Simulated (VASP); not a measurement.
Runs of VASP 6.6.1 on Cl2SiH2. The cell holds a molecule in a box, 5 atoms: a = 12.000 Å, b = 12.000 Å, c = 12.000 Å, α = 90.00°, β = 90.00°, γ = 90.00°. 

```csv
task,level,cell,gap on the mesh (eV),largest force (eV/Å)
relaxation of the atoms,PBE+D4,atoms relaxed,6.54,-
single point,PBE,as given,6.60,0.23
relaxation of the atoms,PBE,"atoms relaxed from: atoms moved at random, drawn with an rms of 0.02 Å",6.53,0.01
relaxation of the atoms,PBE,atoms relaxed,6.53,0.01
atomic charges,PBE+TS,as given,6.60,(a)
```

Alike in all rows: potentials or basis VASP PAW PBE potentials, release 64 (Cl, Si, H); no spin polarisation; k mesh 1 × 1 × 1; cutoff (eV) 520; smearing gaussian 0.01 eV.

**Question.** Fill in the values left out.

**Answer.** (a) 0.26.

